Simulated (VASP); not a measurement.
LiF is taken in the cubic space group Fm-3m (No. 225), the rock salt structure, Pearson symbol cF8. Lattice parameters: a = b = c = 4.150 Å, α = β = γ = 90.00°. Li on 4a is surrounded by 6 F at 2.075 Å (octahedral). F on 4b is coordinated by 6 Li at 2.075 Å (octahedral). (Neighbours: up to the widest gap in distance over summed covalent radii, below 1.35, at either atom; cation-cation and far metal-metal contacts left out.)
(The calculation used a cell of 2 atoms; values per cell refer to that cell.)

All values below come from RPBE GGA, VASP's PBE PAW potentials (set 64) (plane waves; VASP 6.6.1). Run with 520 eV cut-off, 11×11×11 Γ-centred mesh, Gaussian smearing of 0.050 eV, potentials Li_sv F.

### Question
Give the energy at these volumes per atom, relative to the lowest: 8.32, 8.59, 8.86, 9.12, 9.39 Å³.

### Answer
8.6, 2.5, 0.0, 0.6, 3.8 meV/atom. A third-order Birch-Murnaghan fit gives B0 = 59.7 GPa and B0′ = 3.9.

The compound is LiF in the rock salt structure. It was relaxed first, which changed the volume by +9 %.
